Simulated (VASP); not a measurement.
Consider the following.

```
CELL_PARAMETERS angstrom
      0.00000     2.51284     2.51284
      2.51284     0.00000     2.51284
      2.51284     2.51284     0.00000
ATOMIC_POSITIONS crystal
  W  0.00000 0.00000 0.00000
  Si 0.50000 0.50000 0.50000
```

Level of theory: PBE GGA, VASP's PBE PAW potentials (set 64) (plane waves; VASP). Run with 400 eV cut-off, Gaussian smearing of 0.050 eV, potentials W_sv Si.

Problem. Give the energies of bands 6 to 12 at the high-symmetry points, in eV from the Fermi level.

Solution. 
```
band      Γ      X      U      L      W
----  -----  -----  -----  -----  -----
6     -2.02  -4.29  -5.00  -7.27  -4.34
7     -2.02  -4.03  -4.34  -3.92  -4.34
8     -2.02  -0.35  -2.73  -3.92  -4.12
9     -1.47  -0.35  -1.06   0.72   0.52
10    -1.47  -0.31   0.92   0.72   1.14
11     2.48   1.16   2.13   1.60   1.14
12     2.48   1.45   2.28   4.38   1.46
```

It has no gap at this level: it comes out as a metal or semimetal.

The structure was generated: WSi was put into the rock salt type (Fm-3m), which need not be its known phase. It was relaxed first, which changed the volume by -38 %.
